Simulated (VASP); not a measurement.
An input for Ansatz (written as the equivalent of a VASP run, and not itself run):

Ansatz 0.2 input:
```yaml
crystal:
  lattice:
    - [3.2520748, 0.0000000, 0.0000000]
    - [-1.6260374, 2.8163790, 0.0000000]
    - [0.0000000, 0.0000000, 5.1353145]
  atoms:
    - { symbol: Be, position: [0.0000000, 0.0000000, 0.0000000] }
    - { symbol: Be, position: [0.0000000, 0.0000000, 0.5000000] }
    - { symbol: Se, position: [0.3333330, 0.6666670, 0.2500000] }
    - { symbol: Se, position: [0.6666670, 0.3333330, 0.7500000] }
kpoints:
  mp_grid: { grid: [8, 8, 5] }
hamiltonian:
  xc: pbesol
  pseudopotentials: { kind: paw }
scf:
  occupations: { method: gaussian, width: 0.05 }
  max_iter: 100
relax:
  max_steps: 40
  f_tol: 0.02
  cell: { p_target: 45 }
output: { forces: true, stress: true, eigenvalues: true }
```

**Question.** Translate this input to VASP (INCAR, KPOINTS, POSCAR, choice of POTCAR).

**Answer.** One answer among several that fit: 
### KPOINTS
```
Automatic mesh
0
Gamma
8 8 5
0 0 0
```

POSCAR:
```
BeSe
1.0
  3.2520747717   0.0000000000   0.0000000000
 -1.6260373857   2.8163789607   0.0000000000
  0.0000000000   0.0000000000   5.1353145015
Be Se
2 2
direct
  0.0000000000   0.0000000000   0.0000000000
  0.0000000000   0.0000000000   0.5000000000
  0.3333330000   0.6666670000   0.2500000000
  0.6666670000   0.3333330000   0.7500000000
```

INCAR:
```
SYSTEM = BeSe
PREC = Accurate
ENCUT = 500
EDIFF = 1E-6
NELM = 100
ALGO = Normal
LREAL = .FALSE.
LASPH = .TRUE.
ISMEAR = 0
SIGMA = 0.05
GGA = PS
LMAXMIX = 4
LWAVE = .FALSE.
LCHARG = .FALSE.
IBRION = 2
ISIF = 3
NSW = 40
EDIFFG = -0.02
PSTRESS = 450
```

POTCAR, in this order: Be Se (PBE.64 set). Program: vasp_std.

What does not carry over: each code has its own PAW files, so the cut-off isn't converted (ENCUT is set for VASP's; basis.ecutwfc is left out, and Ansatz then takes the one that its files recommend); Ansatz stops its SCF on the density residual and VASP on the energy change (EDIFF).

The structure was generated: BeSe was put into the NiAs type type (P6_3/mmc), which need not be its known phase. This run relaxes it under an external pressure of 45 GPa. Symmetry was kept, so distortions that lower it aren't found.
